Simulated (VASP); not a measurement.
Method: PBE GGA, VASP's PBE PAW potentials (set 64) (plane waves; VASP).

Input for VASP

File POSCAR:
```
In33P31
1
   11.9995217336     0.0000000000     0.0000000000
    0.0000000000    11.9995217336    -0.0000000000
   -0.0000000000    -0.0000000000    11.9995217336
In P
33 31
Direct
  0.5000000000   0.0000000000   0.0000000000
  0.7500000000   0.2500000000   0.0000000000
  0.7500000000   0.0000000000   0.2500000000
  0.0000000000   0.0000000000   0.0000000000
  0.2500000000   0.2500000000   0.0000000000
  0.5000000000   0.5000000000   0.0000000000
  0.7500000000   0.7500000000   0.0000000000
  0.2500000000   0.0000000000   0.2500000000
  0.5017240000   0.2541880000   0.2511650000
  0.6208970000   0.3719300000   0.3762380000
  0.7457810000   0.4963570000   0.2505820000
  0.5000000000   0.0000000000   0.5000000000
  0.7463780000   0.2481440000   0.4964710000
  0.7500000000   0.0000000000   0.7500000000
  0.0000000000   0.5000000000   0.0000000000
  0.2500000000   0.7500000000   0.0000000000
  0.0000000000   0.2500000000   0.2500000000
  0.2500000000   0.5000000000   0.2500000000
  0.5000000000   0.7500000000   0.2500000000
  0.0000000000   0.0000000000   0.5000000000
  0.2500000000   0.2500000000   0.5000000000
  0.4982190000   0.5003390000   0.4967140000
  0.7500000000   0.7500000000   0.5000000000
  0.2500000000   0.0000000000   0.7500000000
  0.5000000000   0.2500000000   0.7500000000
  0.7500000000   0.5000000000   0.7500000000
  0.0000000000   0.7500000000   0.2500000000
  0.0000000000   0.5000000000   0.5000000000
  0.2500000000   0.7500000000   0.5000000000
  0.0000000000   0.2500000000   0.7500000000
  0.2500000000   0.5000000000   0.7500000000
  0.5000000000   0.7500000000   0.7500000000
  0.0000000000   0.7500000000   0.7500000000
  0.6250000000   0.1250000000   0.1250000000
  0.8750000000   0.3750000000   0.1250000000
  0.8750000000   0.1250000000   0.3750000000
  0.1250000000   0.1250000000   0.1250000000
  0.3750000000   0.3750000000   0.1250000000
  0.6250000000   0.6250000000   0.1250000000
  0.8750000000   0.8750000000   0.1250000000
  0.3750000000   0.1250000000   0.3750000000
  0.8750000000   0.6250000000   0.3750000000
  0.6250000000   0.1250000000   0.6250000000
  0.8750000000   0.3750000000   0.6250000000
  0.8750000000   0.1250000000   0.8750000000
  0.1250000000   0.6250000000   0.1250000000
  0.3750000000   0.8750000000   0.1250000000
  0.1250000000   0.3750000000   0.3750000000
  0.3750000000   0.6250000000   0.3750000000
  0.6250000000   0.8750000000   0.3750000000
  0.1250000000   0.1250000000   0.6250000000
  0.3750000000   0.3750000000   0.6250000000
  0.6250000000   0.6250000000   0.6250000000
  0.8750000000   0.8750000000   0.6250000000
  0.3750000000   0.1250000000   0.8750000000
  0.6250000000   0.3750000000   0.8750000000
  0.8750000000   0.6250000000   0.8750000000
  0.1250000000   0.8750000000   0.3750000000
  0.1250000000   0.6250000000   0.6250000000
  0.3750000000   0.8750000000   0.6250000000
  0.1250000000   0.3750000000   0.8750000000
  0.3750000000   0.6250000000   0.8750000000
  0.6250000000   0.8750000000   0.8750000000
  0.1250000000   0.8750000000   0.8750000000
```

### KPOINTS
```
kpoints
0
G
 1 1 1
```

INCAR:
```
IBRION = 2   # conjugate gradients
LREAL = Auto   # projection in real space or not
LWAVE = .FALSE.
PREC = Normal
NELECT = 256.0
EDIFF = 1E-5
NSW = 60
NELM = 100   # most electronic steps
ALGO = Fast
EDIFFG = -0.03
NELMIN = 4
LMAXMIX = 4   # l cut-off of mixed one-centre charges
LASPH = .TRUE.
ISIF = 2
LCHARG = .FALSE.
SIGMA = 0.05
ENCUT = 400   # plane-wave cut-off (eV)
ISMEAR = 0
SYSTEM = In33P31
ISYM = 0
GGA = PE   # PBE
```

POTCAR, in this order: In P (PBE.64 set). Program: vasp_gam.

### Question
What will the output report for the number of irreducible k-points (NKPTS), largest plane-wave count, FFT grid (NGX, NGY, NGZ)?

### Answer

- number of irreducible k-points (NKPTS) = 1
- largest plane-wave count = 15720
- FFT grid (NGX, NGY, NGZ) = 60 × 60 × 60

The cell is a supercell with a defect, built from InP (zinc blende): In_P, charge -2. The run is not spin-polarised, so no state with unpaired spins was tried.
